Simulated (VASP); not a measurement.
Level of theory: rev-vdW-DF2, VASP's PBE PAW potentials (set 64) (plane waves; VASP 6.6.1).

VASP ran on this input.

### INCAR
```
ALGO  =  Normal
ENCUT  =  520
PREC  =  Accurate
SYSTEM  =  SiC
AGGAC  =  0.0
PARAM2  =  0.7114
ISMEAR  =  0
LASPH  =  T   # aspherical one-centre terms
LREAL  =  F   # projection in real space or not
SIGMA  =  0.05
LCHARG  =  F
NELM  =  100
ZAB_VDW  =  -1.8867
LUSE_VDW  =  T
PARAM1  =  0.1234568
ISIF  =  2
LWAVE  =  F
GGA  =  MK
EDIFF  =  1E-7   # SCF stop (eV)
```

File POSCAR:
```
SiC
1.0
  0.0000000000   2.1861760821   2.1861760821
  2.1861760821   0.0000000000   2.1861760821
  2.1861760821   2.1861760821   0.0000000000
Si C
1 1
Cart
  0.0000000000   0.0000000000   0.0000000000
  1.0930880410   1.0930880410   1.0930880410
```

### KPOINTS
```
Automatic mesh
0
Gamma
10 10 10
0 0 0
```

POTCAR, in this order: Si C (PBE.64 set). Program: vasp_std.

The run wrote:

File OSZICAR:
```
       N       E                     dE             d eps       ncg     rms          rms(c)
DAV:   1     0.587088237662E+01    0.58709E+01   -0.41059E+03   776   0.846E+02
DAV:   2    -0.146530413661E+02   -0.20524E+02   -0.19532E+02  1056   0.106E+02
DAV:   3    -0.151152814851E+02   -0.46224E+00   -0.46224E+00   928   0.187E+01
DAV:   4    -0.151162405074E+02   -0.95902E-03   -0.95902E-03  1120   0.957E-01
DAV:   5    -0.151162413006E+02   -0.79327E-06   -0.79327E-06   904   0.230E-02    0.854E+00
DAV:   6    -0.132883362145E+02    0.18279E+01   -0.80334E+00   824   0.160E+01    0.363E+00
DAV:   7    -0.132417004570E+02    0.46636E-01   -0.32618E-01  1128   0.409E+00    0.173E+00
DAV:   8    -0.132338594043E+02    0.78411E-02   -0.22229E-02   824   0.133E+00    0.160E-01
DAV:   9    -0.132340586441E+02   -0.19924E-03   -0.70886E-04  1152   0.233E-01    0.984E-02
DAV:  10    -0.132341302445E+02   -0.71600E-04   -0.19712E-04   928   0.109E-01    0.228E-02
DAV:  11    -0.132341296551E+02    0.58945E-06   -0.29384E-05   904   0.344E-02    0.999E-03
DAV:  12    -0.132341299826E+02   -0.32755E-06   -0.12530E-06   968   0.874E-03    0.178E-03
DAV:  13    -0.132341300188E+02   -0.36225E-07   -0.42440E-08   536   0.198E-03
   1 F= -.13234130E+02 E0= -.13234130E+02  d E =-.561535E-17
```

File OUTCAR:
```
------------------------ aborting loop because EDIFF is reached ----------------------------------------
  FORCE on cell =-STRESS in cart. coord.  units (eV):
  Direction    XX          YY          ZZ          XY          YZ          ZX
  --------------------------------------------------------------------------------------
  Total        0.0001396      0.0001396      0.0001396      0.0000000      0.0000000      0.0000000
  in kB        0.0107045      0.0107045      0.0107045      0.0000000      0.0000000      0.0000000
  external PRESSURE =       0.0107045 kB  Pullay stress =       0.0000000 kB
  volume of cell :       20.90
      direct lattice vectors                 reciprocal lattice vectors
     0.000000000  2.186176082  2.186176082    -0.228709848  0.228709848  0.228709848
     2.186176082  0.000000000  2.186176082     0.228709848 -0.228709848  0.228709848
     2.186176082  2.186176082  0.000000000     0.228709848  0.228709848 -0.228709848
  FREE ENERGIE OF THE ION-ELECTRON SYSTEM (eV)
  ---------------------------------------------------
  free  energy   TOTEN  =       -13.2341300188 eV

  energy  without entropy=      -13.2341300188  energy(sigma->0) =      -13.23413002
```
(Selected blocks of OUTCAR.)

The compound is SiC in the zinc blende structure. It was relaxed first.
